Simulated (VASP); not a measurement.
Input for VASP

### KPOINTS
```
Automatic mesh
0
Gamma
4 4 4
0 0 0
```

**POSCAR**
```
Al2B2N4
3.9789380
  0.9999999836   0.0000000000   0.0000000000
  0.0000000000   0.9999999836   0.0000000000
  0.0000000000   0.0000000000   1.0404519912
B N Al
2 4 2
Cartesian
  0.0000000000   0.0000000000   0.0000000000
  0.4999999918   0.4999999918   0.0000000000
  0.2499999959   0.2499999959   0.2185686695
  0.7499999877   0.7499999877   0.2185686695
  0.7499999877   0.2499999959   0.8218833216
  0.2499999959   0.7499999877   0.8218833216
  0.4999999918   0.0000000000   0.5202259956
  0.0000000000   0.4999999918   0.5202259956
```

### INCAR
```
ENCUT  =  500   ! plane-wave cut-off (eV)
ALGO  =  Normal
PREC  =  Accurate
ISMEAR  =  0   ! Gaussian
NELM  =  100   ! most electronic steps
LASPH  =  T
LREAL  =  F
GGA  =  PE
SIGMA  =  0.05   ! width (eV)
SYSTEM  =  Al2B2N4
LCHARG  =  F
LWAVE  =  T
EDIFF  =  1E-6   ! SCF stop (eV)
```

POTCAR, in this order: B N Al (PBE.64 set). Program: vasp_std.

### Question
Write an equivalent input for Ansatz.

### Answer
One equivalent input (not run):
Ansatz 0.2 input:
```yaml
crystal:
  lattice:
    - [3.9789379, 0.0000000, 0.0000000]
    - [0.0000000, 3.9789379, 0.0000000]
    - [0.0000000, 0.0000000, 4.1398940]
  atoms:
    - { symbol: B, position: [0.0000000, 0.0000000, 0.0000000] }
    - { symbol: B, position: [0.5000000, 0.5000000, 0.0000000] }
    - { symbol: N, position: [0.2500000, 0.2500000, 0.2100709] }
    - { symbol: N, position: [0.7500000, 0.7500000, 0.2100709] }
    - { symbol: N, position: [0.7500000, 0.2500000, 0.7899291] }
    - { symbol: N, position: [0.2500000, 0.7500000, 0.7899291] }
    - { symbol: Al, position: [0.5000000, 0.0000000, 0.5000000] }
    - { symbol: Al, position: [0.0000000, 0.5000000, 0.5000000] }
kpoints:
  mp_grid: { grid: [4, 4, 4] }
hamiltonian:
  xc: pbe
  pseudopotentials: { kind: paw }
scf:
  occupations: { method: gaussian, width: 0.05 }
  max_iter: 100
output: { forces: true, stress: true, eigenvalues: true }
```
The two are equivalent in intent, not identical: each code has its own PAW files, so the cut-off isn't converted (ENCUT is set for VASP's; basis.ecutwfc is left out, and Ansatz then takes the one that its files recommend); Ansatz stops its SCF on the density residual and VASP on the energy change (EDIFF).

The structure was generated: Al2B2N4 was put into an ordered model structure (P-4m2), which need not be its known phase. It was relaxed first.
